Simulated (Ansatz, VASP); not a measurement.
# H15C8S2N3O4F2 in two plane-wave programs, part 2 of 2

Aim: how closely do two programs agree when they are given the same cell, functional and k mesh? The cell is taken from a series of runs on this material, whose earlier steps may have relaxed, scaled, displaced or heated it; both programs get it as it stands.

VASP 6.6.1 and Ansatz 0.2.0.

So far. Step 2 (VASP: single point, PBE with D3(BJ)): The run ends at a pressure of 2.08 GPa, with forces up to 6.3 eV/Å.

## 3. Ansatz: single point, PBE with D3(BJ)

Level of this step: Ansatz beside VASP: Kohn-Sham DFT, plane waves, PBE with D3(BJ) (Ansatz).

Ansatz runs on its default PAW (the set named soft_2) files.

The same cell, functional, mesh and smearing now go to Ansatz, which takes its cutoff from its data sets.

input.yaml reads:

```yaml
crystal:
  lattice:
    - [13.29799, 0.0, 0.0]
    - [0.0, 13.29799, 0.0]
    - [0.0, 0.0, 13.29799]
  atoms:
    - { symbol: C, position: [0.61926, 0.15964, 0.91608] }
    - { symbol: C, position: [0.50125, 0.17583, 0.93007] }
    - { symbol: C, position: [0.45411, 0.07709, 0.9443] }
    - { symbol: C, position: [0.35735, 0.0662, 0.00291] }
    - { symbol: "N", position: [0.27111, 0.07887, 0.93964] }
    - { symbol: C, position: [0.22312, 0.01552, 0.87476] }
    - { symbol: C, position: [0.14197, 0.06665, 0.83224] }
    - { symbol: "N", position: [0.14025, 0.16162, 0.88482] }
    - { symbol: C, position: [0.05818, 0.23431, 0.88796] }
    - { symbol: C, position: [0.22203, 0.16715, 0.93985] }
    - { symbol: H, position: [0.6487, 0.17369, 0.9891] }
    - { symbol: H, position: [0.63967, 0.08392, 0.8814] }
    - { symbol: H, position: [0.65646, 0.2126, 0.86765] }
    - { symbol: H, position: [0.45823, 0.20768, 0.86372] }
    - { symbol: H, position: [0.48333, 0.23179, 0.98826] }
    - { symbol: H, position: [0.50685, 0.04334, 0.99498] }
    - { symbol: H, position: [0.44848, 0.04029, 0.87684] }
    - { symbol: H, position: [0.34811, 0.99134, 0.02888] }
    - { symbol: H, position: [0.35794, 0.11934, 0.0637] }
    - { symbol: H, position: [0.25037, 0.94022, 0.86249] }
    - { symbol: H, position: [0.07627, 0.04855, 0.79004] }
    - { symbol: H, position: [0.0271, 0.23631, 0.81158] }
    - { symbol: H, position: [0.00414, 0.21204, 0.9448] }
    - { symbol: H, position: [0.09456, 0.30648, 0.90002] }
    - { symbol: H, position: [0.24079, 0.22565, 0.99241] }
    - { symbol: C, position: [0.31458, 0.8666, 0.21411] }
    - { symbol: C, position: [0.40802, 0.92793, 0.25233] }
    - { symbol: C, position: [0.48775, 0.8547, 0.27322] }
    - { symbol: C, position: [0.56697, 0.89162, 0.34911] }
    - { symbol: "N", position: [0.61937, 0.98152, 0.31065] }
    - { symbol: C, position: [0.69008, 0.98458, 0.23107] }
    - { symbol: C, position: [0.7145, 0.08829, 0.22701] }
    - { symbol: "N", position: [0.65164, 0.13527, 0.29867] }
    - { symbol: C, position: [0.64478, 0.24041, 0.31071] }
    - { symbol: C, position: [0.60265, 0.07074, 0.35405] }
    - { symbol: H, position: [0.25205, 0.92768, 0.19926] }
    - { symbol: H, position: [0.28575, 0.81066, 0.26491] }
    - { symbol: H, position: [0.35309, 0.82141, 0.1538] }
    - { symbol: H, position: [0.43566, 0.97427, 0.18617] }
    - { symbol: H, position: [0.38896, 0.96796, 0.32141] }
    - { symbol: H, position: [0.4596, 0.79135, 0.31144] }
    - { symbol: H, position: [0.5185, 0.82221, 0.2083] }
    - { symbol: H, position: [0.61066, 0.82564, 0.35633] }
    - { symbol: H, position: [0.54924, 0.91293, 0.4254] }
    - { symbol: H, position: [0.72014, 0.91159, 0.19407] }
    - { symbol: H, position: [0.76612, 0.13578, 0.17701] }
    - { symbol: H, position: [0.71429, 0.27207, 0.31944] }
    - { symbol: H, position: [0.60631, 0.27669, 0.25079] }
    - { symbol: H, position: [0.58968, 0.2592, 0.37155] }
    - { symbol: H, position: [0.55604, 0.08714, 0.41704] }
    - { symbol: C, position: [0.36862, 0.47237, 0.13625] }
    - { symbol: C, position: [0.25421, 0.45594, 0.15471] }
    - { symbol: C, position: [0.22609, 0.53615, 0.22753] }
    - { symbol: C, position: [0.13388, 0.51129, 0.28613] }
    - { symbol: "N", position: [0.07128, 0.59936, 0.31313] }
    - { symbol: C, position: [0.07698, 0.65042, 0.40475] }
    - { symbol: C, position: [0.00981, 0.72433, 0.40219] }
    - { symbol: "N", position: [0.9651, 0.71687, 0.30636] }
    - { symbol: C, position: [0.88082, 0.7779, 0.27194] }
    - { symbol: C, position: [0.01076, 0.64896, 0.24863] }
    - { symbol: H, position: [0.38544, 0.42559, 0.07493] }
    - { symbol: H, position: [0.41071, 0.45371, 0.20757] }
    - { symbol: H, position: [0.39213, 0.54639, 0.11363] }
    - { symbol: H, position: [0.2356, 0.38191, 0.1878] }
    - { symbol: H, position: [0.2225, 0.46978, 0.0795] }
    - { symbol: H, position: [0.21875, 0.60336, 0.18474] }
    - { symbol: H, position: [0.27944, 0.5531, 0.28223] }
    - { symbol: H, position: [0.13782, 0.46859, 0.35506] }
    - { symbol: H, position: [0.08199, 0.45903, 0.24751] }
    - { symbol: H, position: [0.13689, 0.6217, 0.45001] }
    - { symbol: H, position: [0.97684, 0.77732, 0.45259] }
    - { symbol: H, position: [0.89771, 0.85378, 0.2466] }
    - { symbol: H, position: [0.84138, 0.74692, 0.20793] }
    - { symbol: H, position: [0.83116, 0.78002, 0.33756] }
    - { symbol: H, position: [0.99671, 0.62304, 0.16761] }
    - { symbol: C, position: [0.61893, 0.48336, 0.72197] }
    - { symbol: C, position: [0.57067, 0.37967, 0.72998] }
    - { symbol: C, position: [0.64472, 0.30669, 0.6796] }
    - { symbol: C, position: [0.67994, 0.32897, 0.57712] }
    - { symbol: "N", position: [0.78317, 0.36798, 0.57409] }
    - { symbol: C, position: [0.82449, 0.40692, 0.47946] }
    - { symbol: C, position: [0.92251, 0.44518, 0.50383] }
    - { symbol: "N", position: [0.94566, 0.40675, 0.59968] }
    - { symbol: C, position: [0.0426, 0.42085, 0.65249] }
    - { symbol: C, position: [0.8635, 0.35496, 0.6312] }
    - { symbol: H, position: [0.55789, 0.53501, 0.74604] }
    - { symbol: H, position: [0.62283, 0.50993, 0.64947] }
    - { symbol: H, position: [0.68784, 0.49739, 0.7629] }
    - { symbol: H, position: [0.56354, 0.35614, 0.80584] }
    - { symbol: H, position: [0.49512, 0.37101, 0.69676] }
    - { symbol: H, position: [0.70644, 0.3056, 0.72898] }
    - { symbol: H, position: [0.61381, 0.22828, 0.68456] }
    - { symbol: H, position: [0.63588, 0.37756, 0.52631] }
    - { symbol: H, position: [0.67812, 0.25664, 0.53701] }
    - { symbol: H, position: [0.77733, 0.41164, 0.41066] }
    - { symbol: H, position: [0.98095, 0.49317, 0.46463] }
    - { symbol: H, position: [0.1063, 0.42972, 0.59954] }
    - { symbol: H, position: [0.05385, 0.36724, 0.71104] }
    - { symbol: H, position: [0.0349, 0.493, 0.68812] }
    - { symbol: H, position: [0.86178, 0.31041, 0.70362] }
    - { symbol: C, position: [0.28755, 0.43642, 0.82873] }
    - { symbol: C, position: [0.34104, 0.53906, 0.83166] }
    - { symbol: C, position: [0.26794, 0.60618, 0.89102] }
    - { symbol: C, position: [0.30088, 0.71299, 0.88028] }
    - { symbol: "N", position: [0.25147, 0.75408, 0.79018] }
    - { symbol: C, position: [0.14821, 0.75303, 0.77343] }
    - { symbol: C, position: [0.12801, 0.78038, 0.67879] }
    - { symbol: "N", position: [0.2238, 0.81609, 0.64292] }
    - { symbol: C, position: [0.23356, 0.87828, 0.55319] }
    - { symbol: C, position: [0.29638, 0.78967, 0.70623] }
    - { symbol: H, position: [0.23817, 0.42226, 0.89004] }
    - { symbol: H, position: [0.24096, 0.43606, 0.76012] }
    - { symbol: H, position: [0.33542, 0.37606, 0.82562] }
    - { symbol: H, position: [0.41711, 0.54047, 0.85762] }
    - { symbol: H, position: [0.34787, 0.55843, 0.75626] }
    - { symbol: H, position: [0.19437, 0.59493, 0.8709] }
    - { symbol: H, position: [0.27404, 0.59264, 0.96808] }
    - { symbol: H, position: [0.26372, 0.75837, 0.94234] }
    - { symbol: H, position: [0.38374, 0.72229, 0.86448] }
    - { symbol: H, position: [0.10338, 0.72535, 0.83523] }
    - { symbol: H, position: [0.06459, 0.79964, 0.62971] }
    - { symbol: H, position: [0.30718, 0.89549, 0.5243] }
    - { symbol: H, position: [0.19513, 0.94224, 0.5762] }
    - { symbol: H, position: [0.1876, 0.8351, 0.49574] }
    - { symbol: H, position: [0.37033, 0.82025, 0.70155] }
    - { symbol: C, position: [0.54229, 0.98892, 0.64218] }
    - { symbol: C, position: [0.63954, 0.93611, 0.62172] }
    - { symbol: C, position: [0.71691, 0.97329, 0.6958] }
    - { symbol: C, position: [0.82548, 0.94798, 0.66747] }
    - { symbol: "N", position: [0.84483, 0.8467, 0.68665] }
    - { symbol: C, position: [0.83402, 0.7657, 0.624] }
    - { symbol: C, position: [0.83996, 0.67826, 0.6837] }
    - { symbol: "N", position: [0.86787, 0.71511, 0.77503] }
    - { symbol: C, position: [0.86651, 0.66314, 0.86942] }
    - { symbol: C, position: [0.88374, 0.81146, 0.77204] }
    - { symbol: H, position: [0.51384, 0.95454, 0.70772] }
    - { symbol: H, position: [0.49421, 0.97617, 0.5733] }
    - { symbol: H, position: [0.54694, 0.07522, 0.65788] }
    - { symbol: H, position: [0.66307, 0.94069, 0.55112] }
    - { symbol: H, position: [0.6301, 0.85924, 0.63275] }
    - { symbol: H, position: [0.7041, 0.94014, 0.77522] }
    - { symbol: H, position: [0.71365, 0.05346, 0.70192] }
    - { symbol: H, position: [0.84537, 0.95601, 0.58976] }
    - { symbol: H, position: [0.88255, 0.98882, 0.71413] }
    - { symbol: H, position: [0.81686, 0.77907, 0.5449] }
    - { symbol: H, position: [0.83992, 0.59918, 0.68403] }
    - { symbol: H, position: [0.91657, 0.60176, 0.84312] }
    - { symbol: H, position: [0.90578, 0.71822, 0.92321] }
    - { symbol: H, position: [0.79456, 0.64214, 0.89756] }
    - { symbol: H, position: [0.91591, 0.85839, 0.82854] }
    - { symbol: "N", position: [0.27664, 0.27492, 0.46136] }
    - { symbol: S, position: [0.38236, 0.2514, 0.52249] }
    - { symbol: O, position: [0.46705, 0.31689, 0.49577] }
    - { symbol: O, position: [0.41163, 0.14736, 0.53093] }
    - { symbol: F, position: [0.35606, 0.28588, 0.63145] }
    - { symbol: S, position: [0.28448, 0.20698, 0.36251] }
    - { symbol: O, position: [0.27291, 0.09874, 0.36426] }
    - { symbol: O, position: [0.35585, 0.23715, 0.28028] }
    - { symbol: F, position: [0.18234, 0.23971, 0.30509] }
    - { symbol: "N", position: [0.97623, 0.97666, 0.05571] }
    - { symbol: S, position: [0.02929, 0.87195, 0.03377] }
    - { symbol: O, position: [0.06125, 0.863, 0.92802] }
    - { symbol: O, position: [0.99837, 0.77908, 0.08199] }
    - { symbol: F, position: [0.12302, 0.87925, 0.0966] }
    - { symbol: S, position: [0.88858, 0.98842, 0.97615] }
    - { symbol: O, position: [0.81954, 0.91017, 0.97477] }
    - { symbol: O, position: [0.9161, 0.03325, 0.87957] }
    - { symbol: F, position: [0.81389, 0.07233, 0.03103] }
    - { symbol: "N", position: [0.47352, 0.57236, 0.47539] }
    - { symbol: S, position: [0.36218, 0.5666, 0.48164] }
    - { symbol: O, position: [0.3048, 0.64624, 0.4319] }
    - { symbol: O, position: [0.32562, 0.53615, 0.57816] }
    - { symbol: F, position: [0.34148, 0.46873, 0.41099] }
    - { symbol: S, position: [0.51995, 0.66318, 0.53781] }
    - { symbol: O, position: [0.6269, 0.68046, 0.53518] }
    - { symbol: O, position: [0.47431, 0.68812, 0.63403] }
    - { symbol: F, position: [0.48065, 0.75585, 0.47568] }
    - { symbol: "N", position: [0.84841, 0.31602, 0.05442] }
    - { symbol: S, position: [0.94238, 0.33339, 0.12548] }
    - { symbol: O, position: [0.91682, 0.39085, 0.21747] }
    - { symbol: O, position: [0.03814, 0.35688, 0.08003] }
    - { symbol: F, position: [0.95953, 0.22782, 0.17311] }
    - { symbol: S, position: [0.83638, 0.41069, 0.98801] }
    - { symbol: O, position: [0.88151, 0.40576, 0.88826] }
    - { symbol: O, position: [0.83505, 0.51151, 0.03148] }
    - { symbol: F, position: [0.72132, 0.40197, 0.95872] }
    - { symbol: "N", position: [0.99649, 0.15448, 0.42364] }
    - { symbol: S, position: [0.97987, 0.14922, 0.5416] }
    - { symbol: O, position: [0.87567, 0.15316, 0.57741] }
    - { symbol: O, position: [0.05853, 0.20167, 0.59838] }
    - { symbol: F, position: [0.01021, 0.03116, 0.56557] }
    - { symbol: S, position: [0.96568, 0.0479, 0.38467] }
    - { symbol: O, position: [0.86219, 0.01946, 0.40473] }
    - { symbol: O, position: [0.03753, 0.96675, 0.39185] }
    - { symbol: F, position: [0.95562, 0.07221, 0.26733] }
    - { symbol: "N", position: [0.63199, 0.53249, 0.11888] }
    - { symbol: S, position: [0.64091, 0.55874, 0.23159] }
    - { symbol: O, position: [0.64232, 0.47319, 0.29675] }
    - { symbol: O, position: [0.58213, 0.64627, 0.26688] }
    - { symbol: F, position: [0.75314, 0.5986, 0.24136] }
    - { symbol: S, position: [0.62356, 0.62287, 0.05257] }
    - { symbol: O, position: [0.68413, 0.70683, 0.077] }
    - { symbol: O, position: [0.5236, 0.6468, 0.00881] }
    - { symbol: F, position: [0.67197, 0.56647, 0.95824] }
kpoints:
  mp_grid: { grid: [1, 1, 1] }
hamiltonian:
  xc: pbe
  dispersion: d3bj
scf:
  occupations: { method: gaussian, width: 0.025 }
output:
  forces: true
```

Launch:

```
> ansatz run input.yaml --threads 4 --pin off --max-ram 8192MiB --backend cpu --events-out ev --progress --plain --runs-dir out
```

Numbers of over 12 decimals in the logs are rounded to 6 here.

Log:

```text
Engine: ansatz 0.2.0, aarch64-unknown-linux-gnu
Pseudopotentials: kind: paw
Pseudopotential: C, paw, valence charge 4, recommended cutoff 420 eV (normal), C.paw.azcp
Pseudopotential: N, paw, valence charge 5, recommended cutoff 420 eV (normal), N.paw.azcp
Pseudopotential: H, paw, valence charge 1, recommended cutoff 420 eV (normal), H.paw.azcp
Pseudopotential: S, paw, valence charge 6, recommended cutoff 420 eV (normal), S.paw.azcp
Pseudopotential: O, paw, valence charge 6, recommended cutoff 420 eV (normal), O.paw.azcp
Pseudopotential: F, paw, valence charge 7, recommended cutoff 420 eV (normal), F.paw.azcp
Functional definition: PBE
  parameter kappa = 0.804
  parameter beta = 0.066725
  exchange = pbe_x(kappa = kappa, mu = beta*pi^2/3)
  correlation = pbe_c(beta = beta)
Crystal: 204 atoms, lattice volume = 2351.571 Å³
Basis set: ecut = 420 eV, 45961 PW (Γ), exchange–correlation on 180×180×180 points (8 copies of the dense FFT grid, shifted against one another)
Bands: 540, of which v1, the nominal top of the filled ones, is band 336 counted from 1 (335 counted from 0)
Symmetry: 1 space group operations
Space group: P1 (ITA 1), of the structure as read, at distance tolerance 1.3e-4 Å
k-points: 1
Non-local potential: C, projectors of the file, l = 0: 2, l = 1: 2, l = 2: 1
Non-local potential: N, projectors of the file, l = 0: 2, l = 1: 2, l = 2: 1
Non-local potential: H, projectors of the file, l = 0: 2, l = 1: 1
Non-local potential: S, projectors of the file, l = 0: 2, l = 1: 2, l = 2: 2
Non-local potential: O, projectors of the file, l = 0: 2, l = 1: 2, l = 2: 1
Non-local potential: F, projectors of the file, l = 0: 2, l = 1: 2, l = 2: 1
PAW form: soft (Blöchl's): semilocal exchange-correlation on the pseudo side does not see the compensation charge
PAW one-centre angular grid: C, 110 points (default); XC on 64 Gauss nodes
PAW one-centre angular grid: N, 110 points (default); XC on 64 Gauss nodes
PAW one-centre angular grid: H, 110 points (default); XC on 64 Gauss nodes
PAW one-centre angular grid: S, 110 points (default); XC on 64 Gauss nodes
PAW one-centre angular grid: O, 110 points (default); XC on 64 Gauss nodes
PAW one-centre angular grid: F, 110 points (default); XC on 64 Gauss nodes
Initial density: superposition of atomic densities (neutral atoms: chi_scale 0, normalization atom), corrected by the library's trained network
Initial wavefunctions: pseudopotential atomic-orbital guess
Functional: x = pbe(κ = 0.804, μ = 0.219515), c = pbe(β = 0.066725)
SCF iter   1: F=—  HF=-54515.874883 eV  |F-HF|=—  |Δ(HF+E_count)|=         —  Δρ=6.20e-3  dr2=2.08e0  ethr=1.77e-3  ⟨swp⟩=6.0  Hψ=2627  notcnv=0  defer=62
preconditioner: auto → Resta (q_TF=auto, 2.214 Å⁻¹)  ε∞=2.5  [insulator: Δε(μ)=3.642 eV  Ē_g=15.810 eV  σ=0.025 eV  W_gap=1.00  n_scr=436 (ndim 8)  ℏωp=19.5 eV  f_vac=0.268  D(μ)=0.00/eV (n_scr^D=0)  ε∞_Penn≈2.5]
SCF iter   2: F=—  HF=-54515.262993 eV  |F-HF|=—  |Δ(HF+E_count)|=   6.12e-1  Δρ=3.27e-3  dr2=5.10e-1  ethr=3.09e-4  ⟨swp⟩=2.0  Hψ=690  notcnv=0  defer=198
SCF iter   3: F=—  HF=-54515.150317 eV  |F-HF|=—  |Δ(HF+E_count)|=   1.13e-1  Δρ=2.04e-3  dr2=1.60e-1  ethr=7.58e-5  ⟨swp⟩=4.0  Hψ=670  notcnv=0  defer=47
automatic band count: iteration 3 solves 389 bands in place of 540: the levels show a gap, and the empty bands left out lie too high to hold charge; the band table lists the bands solved (type scf.n_extra_bands for more)
SCF iter   4: F=—  HF=-54515.104046 eV  |F-HF|=—  |Δ(HF+E_count)|=   4.63e-2  Δρ=7.93e-4  dr2=1.95e-2  ethr=2.38e-5  ⟨swp⟩=2.0  Hψ=771  notcnv=0  defer=49
SCF iter   5: F=—  HF=-54515.100681 eV  |F-HF|=—  |Δ(HF+E_count)|=   3.37e-3  Δρ=5.03e-4  dr2=5.81e-3  ethr=2.90e-6  ⟨swp⟩=2.0  Hψ=662  notcnv=0  defer=49
SCF iter   6: F=—  HF=-54515.099808 eV  |F-HF|=—  |Δ(HF+E_count)|=   8.73e-4  Δρ=1.80e-4  dr2=8.38e-4  ethr=8.64e-7  ⟨swp⟩=3.0  Hψ=663  notcnv=0  defer=49
SCF iter   7: F=—  HF=-54515.099779 eV  |F-HF|=—  |Δ(HF+E_count)|=   2.89e-5  Δρ=5.90e-5  dr2=9.04e-5  ethr=1.25e-7  ⟨swp⟩=3.0  Hψ=648  notcnv=0  defer=49
SCF iter   8: F=—  HF=-54515.100382 eV  |F-HF|=—  |Δ(HF+E_count)|=   6.02e-4  Δρ=3.45e-5  dr2=2.64e-5  ethr=1.35e-8  ⟨swp⟩=3.0  Hψ=663  notcnv=0  defer=49
SCF iter   9: F=—  HF=-54515.100382 eV  |F-HF|=—  |Δ(HF+E_count)|=   8.14e-8  Δρ=9.96e-6  dr2=2.63e-6  ethr=3.93e-9  ⟨swp⟩=3.0  Hψ=663  notcnv=0  defer=49
SCF iter  10: F=—  HF=-54515.100382 eV  |F-HF|=—  |Δ(HF+E_count)|=   3.22e-7  Δρ=4.49e-6  dr2=5.28e-7  ethr=3.91e-10  ⟨swp⟩=2.0  Hψ=662  notcnv=0  defer=49
SCF iter  11: F=-54515.100382 eV  HF=-54515.100382 eV  |F-HF|=1.06e-8  |Δ(HF+E_count)|=   1.07e-8  Δρ=1.70e-6  dr2=7.35e-8  ethr=1.49e-11  ⟨swp⟩=3.0  Hψ=1468  notcnv=0
SCF 1 converged in 11 iterations: F = -54515.100382 eV  dr2 = 7.35e-8
[...]
atom  40  H     -0.03547496     0.68735241    -0.29305636
  atom  41  H     -0.93220294    -1.32568970     0.68237384
  atom  42  H      1.22602646    -0.39996140    -1.44808112
  atom  43  H      1.78968306    -0.69681328     0.17333765
  atom  44  H     -1.11614222    -0.06391175     0.23360250
  atom  45  H     -0.86557240     1.93425528     0.75506110
  atom  46  H     -1.13741002    -1.12838015     1.10971215
  atom  47  H      2.49316243     1.26987367     0.49050581
  atom  48  H     -0.24871787     0.28940868    -1.41389278
  atom  49  H      0.83625466    -0.26446877    -0.00050357
  atom  50  H     -0.63725196     0.10819508     0.45225468
  atom  51  C     -0.49733249    -0.97557857     1.99727385
  atom  52  C      1.88696361     0.45924059    -0.15959508
  atom  53  C     -1.47795626    -0.31005031    -0.07061231
  atom  54  C     -2.52194427    -0.16732335    -0.30827301
  atom  55  N      1.10691642     0.26534785    -0.69521718
  atom  56  C      1.05399460    -2.17721623    -0.86222053
  atom  57  C     -1.84916888     0.42495925    -1.53370279
  atom  58  N     -0.35729254     1.72341895    -1.13318240
  atom  59  C     -0.56012356     0.39513927     0.61061753
  atom  60  C     -0.20464124    -1.89281361     0.22303228
  atom  61  H      1.13606765    -1.27133682    -1.09938460
  atom  62  H     -0.22589709    -0.05928666    -1.01657486
  atom  63  H     -0.27599113     0.89273896    -0.08196474
[...]
atom 197  S     -1.16864358     1.88248848     3.36264542
  atom 198  O     -0.18075987    -1.13540260    -0.08975183
  atom 199  O      0.62238539    -1.28655195    -0.85978880
  atom 200  F      1.09729786     0.21796436    -0.01021191
  atom 201  S     -3.42067528     2.21648070    -5.09049195
  atom 202  O      1.40689147     1.54127139     0.33330507
  atom 203  O      1.11988723    -0.43095645     1.26944511
  atom 204  F      0.02958694     0.98096364    -1.03560880
  max |Σ_I F_I| component: 1.41e-4 eV/Å
```

Reading the cycles: dr2 is the Hartree energy of the density residual (eV), the measure of convergence; HF is the Harris–Foulkes estimate of the energy, which meets the free energy F at convergence.

## 4. Differences

Known differences besides the potentials themselves: the cutoff is 420 eV in Ansatz and 520 eV in VASP (PREC = Accurate, projectors in real space). Total energies have different zeros and are not compared.

Both answers:

| quantity | Ansatz | VASP | difference |
| --- | --- | --- | --- |
| gap on the k mesh (eV) | 3.075 | 3.104 | -0.029 |

Forces on 10 of the 204 atoms, those with the largest forces and the largest differences (eV/Å; atoms numbered as in POSCAR):

| atom | Ansatz x, y, z | VASP x, y, z |
| --- | --- | --- |
| N63 | 5.155, 0.871, 0.136 | 4.859, 0.965, 0.221 |
| H145 | 1.563, 0.880, -4.356 | 1.564, 0.880, -4.358 |
| S158 | 0.691, -0.621, -5.200 | 0.818, -0.813, -5.103 |
| S160 | -0.353, 4.020, -0.574 | -0.514, 3.574, -0.711 |
| S161 | -5.324, -0.910, -0.684 | -5.173, -0.738, -0.436 |
| S163 | 0.661, 2.092, 4.218 | 0.735, 2.300, 4.075 |
| S164 | -1.507, 3.777, -2.760 | -1.280, 3.786, -2.749 |
| S168 | -3.421, 2.216, -5.090 | -3.316, 2.363, -4.780 |
| O175 | -2.210, -3.877, -0.431 | -1.839, -3.449, -0.415 |
| O191 | 1.407, 1.541, 0.333 | 1.186, 1.221, 0.240 |

The forces differ by 71 meV/Å r.m.s., which is 5.8 % of the r.m.s. force of 1.226 eV/Å (both taken over all components). A gap on the mesh is an upper bound, since the band edges may lie between its points.

## 5. Summary of results

| Quantity | Value |
| --- | --- |
| r.m.s. force difference (single point, PBE with D3(BJ)) | 5.8 % of the r.m.s. force |

What this shows: The r.m.s. force difference is 5.8 % of the r.m.s. force (single point, PBE with D3(BJ)), beyond the 3 % picked in this series as the mark of a large difference. What causes the difference of the single point, PBE with D3(BJ) pair stays open here. How closely two codes agree says nothing of how well the functional describes the real material.

[Lines on the potential files, build, host, timing and source positions are cut from VASP's logs without a mark.]

[Logs are printed without paths, hosts, clocks, repeated set-up lines and the standing remarks that a program may print on its own settings, such as how far it seeks lower states.]

[Hosts, paths, dates, database ids (printed as entryN), source tags and the programs' standing remarks are cut or masked in the printed files.]
